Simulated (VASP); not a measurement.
Data:

```xyz
2
Lattice="0.0000 2.4823 2.4823 2.4823 0.0000 2.4823 2.4823 2.4823 0.0000" Properties=species:S:1:pos:R:3 pbc="T T T"
Gd     0.0000     0.0000     0.0000
N      2.4823     2.4823     2.4823
```

Computed with r2SCAN meta-GGA, VASP's PBE PAW potentials (set 64) (plane waves; VASP). Settings: 520 eV cut-off, 10×10×10 Γ-centred mesh, tetrahedra with Blöchl corrections, potentials Gd_3 N.

The 4f electrons are frozen in the core of the lanthanide potential, so 4f levels, which can set the real gap, and their magnetism are missing.

**Question.** The job: GdN (rock salt), 2 atoms, r2SCAN, static run, 520 eV, 10×10×10 Γ-centred mesh. Roughly how much core time does it take on a busy server core?

**Answer.** About 2 core-minutes (one run on a shared machine, a rough figure). It had 47 irreducible k-points, 11 bands, up to 869 plane waves and 23 electronic steps.

The compound is GdN in the rock salt structure. It was relaxed first.
